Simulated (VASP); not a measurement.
Given:

```
CELL_PARAMETERS angstrom
      0.00000     2.93877     3.02694
      3.02694     0.00000     3.02694
      3.02694     2.93877     0.00000
ATOMIC_POSITIONS crystal
  In 0.00000 0.00000 0.00000
  P  0.25000 0.25000 0.25000
```

The numbers are results of PBEsol GGA, VASP's PBE PAW potentials (set 64) (plane waves; VASP), not measurements. Numerical set-up: 480 eV cut-off, 8×8×8 Γ-centred mesh, Gaussian smearing of 0.050 eV, potentials In_d P.

Problem. Give the stress tensor in GPa (positive for a compressed cell).

Solution. 
```
-3.85   0.00   0.00
 0.00  -2.64   0.00
 0.00   0.00  -3.85
```
The pressure is its mean diagonal, -3.44 GPa.

The compound is InP in the zinc blende structure. This cell was strained or had an atom moved on purpose.
